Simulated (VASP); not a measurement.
Data:

```
CELL_PARAMETERS angstrom
      2.81480     0.00000     0.00000
      0.00000     2.81480     0.00000
      0.00000     0.00000     4.05023
ATOMIC_POSITIONS crystal
  Ti 0.00000 0.00000 0.00000
  Al 0.50000 0.50000 0.54938
```

Level of theory: r2SCAN meta-GGA, VASP's PBE PAW potentials (set 64) (plane waves; VASP 6.6.1). Numerical set-up: 480 eV cut-off, 12×12×8 Γ-centred mesh, first-order Methfessel-Paxton smearing of 0.10 eV, potentials Ti_sv Al.

### Question
Predict the energy per atom (σ→0), pressure, largest force, band gap (on the k-mesh) with the smallest direct gap where there is one.

### Answer

The band gap (on the k-mesh) comes out as none (metal, semimetal or under 0.01 eV), the energy per atom (σ→0) is -10.231 eV/atom and the pressure is 2.03 GPa. The largest force is 0.02583 Ha/bohr.

The compound is TiAl in the L1_0 structure. This cell was strained or had an atom moved on purpose. The electron count is odd and the run is not spin-polarised, which forces a metal.
